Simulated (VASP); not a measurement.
Computed with PBEsol GGA, VASP's PBE PAW potentials (set 64) (plane waves; VASP).

VASP ran on this input.

**POSCAR**
```
MgZn3S4
5.4264650
  1.0000000097   0.0000000000   0.0000000000
  0.0000000000   1.0000000097   0.0000000000
  0.0000000000   0.0000000000   1.0000000097
Mg Zn S
1 3 4
Cartesian
  0.5000000048   0.5000000048   0.5000000048
  1.0000000097   1.0000000097   0.5000000048
  0.5000000048   1.0000000097   0.0000000000
  1.0000000097   0.5000000048   0.0000000000
  0.7568633765   0.7568633765   0.2431366332
  0.7568633765   0.2431366332   0.7568633765
  0.2431366332   0.2431366332   0.2431366332
  0.2431366332   0.7568633765   0.7568633765
```

INCAR:
```
ALGO = Normal
EDIFF = 1E-7
ENCUT = 400
GGA = PS
ISIF = 2
ISMEAR = -5
LASPH = .True.
LCHARG = .True.
LMAXMIX = 4
LORBIT = 11
LREAL = .False.
LWAVE = .False.
NEDOS = 601
NELM = 100
PREC = Accurate
SYSTEM = MgZn3S4
```

File KPOINTS:
```
Automatic
0
gamma
  5 5 5
```

POTCAR, in this order: Mg Zn S (PBE.64 set). Program: vasp_std.

The run wrote:

### OUTCAR
```
 ion  position               nearest neighbor table
   1  0.500  0.500  0.500-   5 2.41   6 2.41   7 2.41   8 2.41
   2  0.000  0.000  0.500-   5 2.33   6 2.33   7 2.33   8 2.33
   3  0.500  0.000  0.000-   5 2.33   6 2.33   7 2.33   8 2.33
   4  0.000  0.500  0.000-   5 2.33   6 2.33   7 2.33   8 2.33
   5  0.757  0.757  0.243-   2 2.33   3 2.33   4 2.33   1 2.41
   6  0.757  0.243  0.757-   2 2.33   3 2.33   4 2.33   1 2.41
   7  0.243  0.243  0.243-   2 2.33   3 2.33   4 2.33   1 2.41
   8  0.243  0.757  0.757-   2 2.33   3 2.33   4 2.33   1 2.41
  LATTYP: Found a simple cubic cell.
 ALAT       =     5.4264650526
 Subroutine PRICEL returns:
 Original cell was already a primitive cell.
 Subroutine GETGRP returns: Found 24 space group operations
The static configuration has the point symmetry T_d .
The dynamic configuration has the point symmetry T_d .
 Subroutine INISYM returns: Found 24 space group operations
 Subroutine IBZKPT returns following result:
 Found     10 irreducible k-points:

 Following reciprocal coordinates:
            Coordinates               Weight
  0.000000  0.000000  0.000000      1.000000
  0.200000  0.000000  0.000000      6.000000
  0.400000  0.000000  0.000000      6.000000
...
```

File OSZICAR:
```
       N       E                     dE             d eps       ncg     rms          rms(c)
DAV:   1     0.427128640917E+03    0.42713E+03   -0.24429E+04   740   0.156E+03
DAV:   2     0.198548448125E+02   -0.40727E+03   -0.39224E+03   782   0.364E+02
DAV:   3    -0.313771170235E+02   -0.51232E+02   -0.50702E+02   863   0.131E+02
DAV:   4    -0.333245018696E+02   -0.19474E+01   -0.19421E+01   891   0.259E+01
DAV:   5    -0.333616350355E+02   -0.37133E-01   -0.37123E-01   919   0.363E+00    0.127E+01
DAV:   6    -0.315196231216E+02    0.18420E+01   -0.41968E+00  1130   0.558E+01    0.998E+00
DAV:   7    -0.316429810329E+02   -0.12336E+00   -0.53932E+00   815   0.982E+00    0.490E+00
DAV:   8    -0.315865147764E+02    0.56466E-01   -0.37282E-01   986   0.702E+00    0.217E+00
DAV:   9    -0.315873583292E+02   -0.84355E-03   -0.57440E-02  1003   0.343E+00    0.465E-01
DAV:  10    -0.315876658894E+02   -0.30756E-03   -0.40885E-03   900   0.651E-01    0.300E-01
DAV:  11    -0.315880098623E+02   -0.34397E-03   -0.10342E-03   828   0.171E-01    0.118E-01
DAV:  12    -0.315880136555E+02   -0.37931E-05   -0.13899E-04   916   0.102E-01    0.339E-02
DAV:  13    -0.315880107662E+02    0.28893E-05   -0.23090E-05   979   0.377E-02    0.256E-02
DAV:  14    -0.315880132955E+02   -0.25293E-05   -0.85890E-06   851   0.246E-02    0.125E-02
DAV:  15    -0.315880131666E+02    0.12885E-06   -0.96149E-07   963   0.543E-03    0.440E-03
DAV:  16    -0.315880132311E+02   -0.64429E-07   -0.20193E-07   672   0.274E-03
   1 F= -.31588013E+02 E0= -.31588013E+02  d E =0.000000E+00
```

OUTCAR:
```
------------------------ aborting loop because EDIFF is reached ----------------------------------------
  FORCE on cell =-STRESS in cart. coord.  units (eV):
  Direction    XX          YY          ZZ          XY          YZ          ZX
  --------------------------------------------------------------------------------------
  Total        0.0849242      0.0849242      0.0849242     -0.0000000     -0.0000000      0.0000000
  in kB        0.8515124      0.8515124      0.8515124     -0.0000000     -0.0000000      0.0000000
  external PRESSURE =       0.8515124 kB  Pullay stress =       0.0000000 kB
  volume of cell :      159.79
      direct lattice vectors                 reciprocal lattice vectors
     5.426465053  0.000000000  0.000000000     0.184282031  0.000000000  0.000000000
     0.000000000  5.426465053  0.000000000     0.000000000  0.184282031  0.000000000
     0.000000000  0.000000000  5.426465053     0.000000000  0.000000000  0.184282031
 POSITION                                       TOTAL-FORCE (eV/Angst)
 -----------------------------------------------------------------------------------
      2.71323      2.71323      2.71323         0.000000     -0.000000     -0.000000
      0.00000      0.00000      2.71323         0.000000      0.000000     -0.000000
      2.71323      0.00000      0.00000        -0.000000      0.000000      0.000000
      0.00000      2.71323      0.00000         0.000000     -0.000000      0.000000
      4.10709      4.10709      1.31937         0.007759      0.007759     -0.007759
      4.10709      1.31937      4.10709         0.007759     -0.007759      0.007759
      1.31937      1.31937      1.31937        -0.007759     -0.007759     -0.007759
      1.31937      4.10709      4.10709        -0.007759      0.007759      0.007759
 -----------------------------------------------------------------------------------
    total drift:                                0.000000      0.000000     -0.000000
  FREE ENERGIE OF THE ION-ELECTRON SYSTEM (eV)
  ---------------------------------------------------
  free  energy   TOTEN  =       -31.5880132311 eV

  energy  without entropy=      -31.5880132311  energy(sigma->0) =      -31.58801323

 total charge

# of ion       s       p       d       tot
------------------------------------------
    1        0.175   0.160   0.042   0.376
    2        0.526   0.493   9.799  10.818
    3        0.526   0.493   9.799  10.818
    4        0.526   0.493   9.799  10.818
    5        1.308   2.439   0.000   3.747
    6        1.308   2.439   0.000   3.747
    7        1.308   2.439   0.000   3.747
    8        1.308   2.439   0.000   3.747
--------------------------------------------------
tot          6.985  11.393  29.440  47.818
```
(Selected blocks of OUTCAR.)

File OUTCAR:
```
 val. band max:        1.9651002775   @ k =   0.0000   0.0000   0.0000

 cond. band min:       4.2748994672   @ k =   0.0000   0.0000   0.0000


 Fermi energy:         1.9919477118

 k-point     1 :       0.0000    0.0000    0.0000
  band No.  band energies     occupation
      1     -10.8645      2.00000
      2      -9.6234      2.00000
      3      -9.6234      2.00000
      4      -9.6234      2.00000
      5      -4.1749      2.00000
      6      -4.1615      2.00000
      7      -4.1615      2.00000
      8      -4.1615      2.00000
      9      -4.1190      2.00000
     10      -4.1190      2.00000
     11      -3.9201      2.00000
     12      -3.9201      2.00000
     13      -3.9201      2.00000
     14      -3.7073      2.00000
     15      -3.7073      2.00000
     16      -3.6793      2.00000
     17      -3.6096      2.00000
     18      -3.6096      2.00000
     19      -3.6096      2.00000
     20      -2.6873      2.00000
     21      -2.6873      2.00000
     22      -1.5434      2.00000
     23      -0.0928      2.00000
     24      -0.0928      2.00000
     25      -0.0928      2.00000
     26      -0.0397      2.00000
     27      -0.0397      2.00000
     28      -0.0397      2.00000
     29       1.9651      2.00000
     30       1.9651      2.00000
     31       1.9651      2.00000
     32       4.2749      0.00000
     33       5.2591      0.00000
     34       5.2591      0.00000
     35       5.2591      0.00000
     36       5.9823      0.00000
     37       5.9823      0.00000

 k-point     2 :       0.2000    0.0000    0.0000
  band No.  band energies     occupation
      1     -10.7658      2.00000
      2      -9.7625      2.00000
      3      -9.6209      2.00000
      4      -9.6209      2.00000
      5      -4.1862      2.00000
      6      -4.1494      2.00000
      7      -4.1494      2.00000
      8      -4.1492      2.00000
      9      -4.1095      2.00000
     10      -4.0804      2.00000
     11      -3.9536      2.00000
...
```

The structure comes from a computed database's MgZn3S4 entry (P-43m); how it stands against other phases isn't given here. It was relaxed first.
